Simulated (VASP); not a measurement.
Given:

```xyz
2
Lattice="1.1688 -1.9896 0.0000 1.1688 1.9896 0.0000 0.0000 0.0000 3.5426" Properties=species:S:1:pos:R:3 pbc="T T T"
Be     1.1688     0.6632     0.8856
Be     1.1952    -0.6632     2.6569
```
Cell charge +0.5.

Calculation: PBE GGA, VASP's PBE PAW potentials (set 64) (plane waves; VASP). Numerical set-up: NELECT = 3.5, 400 eV cut-off, 16×16×9 Γ-centred mesh, Gaussian smearing of 0.050 eV, potentials Be.

The cell is charged, with a uniform compensating background.

Problem. Estimate the energy per atom (σ→0), pressure, largest force, band gap (on the k-mesh) with the smallest direct gap where there is one.

Solution. 
| Quantity | Value |
|---|---|
| band gap (on the k-mesh) | none (metal, semimetal or under 0.01 eV) |
| energy per atom (σ→0) | -5.198 eV/atom |
| pressure | -38.91 GPa |
| largest force | 0.105 eV/Å |

The compound is Be in the hcp structure. The cell was not relaxed at this level, atoms are displaced from their ideal sites. The run is one of a series of settings (ISMEAR = 0, NELECT = 3.5, SIGMA = 0.05 against the base run), some of them coarse on purpose.
